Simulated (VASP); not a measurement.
Calculation: LDA (Ceperley-Alder, Perdew-Zunger), VASP's LDA PAW potentials (set 64) (plane waves; VASP 6.6.1). For the first row: Run with 400 eV cut-off, 5×5×5 Γ-centred mesh, tetrahedra with Blöchl corrections, potentials Rb_sv Te.

| system | energy (eV/atom) |
|---|---|
| Rb2Te (space group Fm-3m) | -2.9933 |
| Rb (bcc) | -1.0600 |
| Te (trig) | -3.8022 |

The references are the elements' solids at the same level; no temperature or zero-point terms are added.   Spin-orbit coupling is left out, which shifts such energies by up to tenths of an eV for the heavy elements here.

Task: What is the formation energy per atom of Rb₂Te?

Result: The references average (2×(-1.0600) + 1×(-3.8022))/3 = -1.9741 eV, so the formation energy is -2.9933 − (-1.9741) = -1.019 eV/atom.
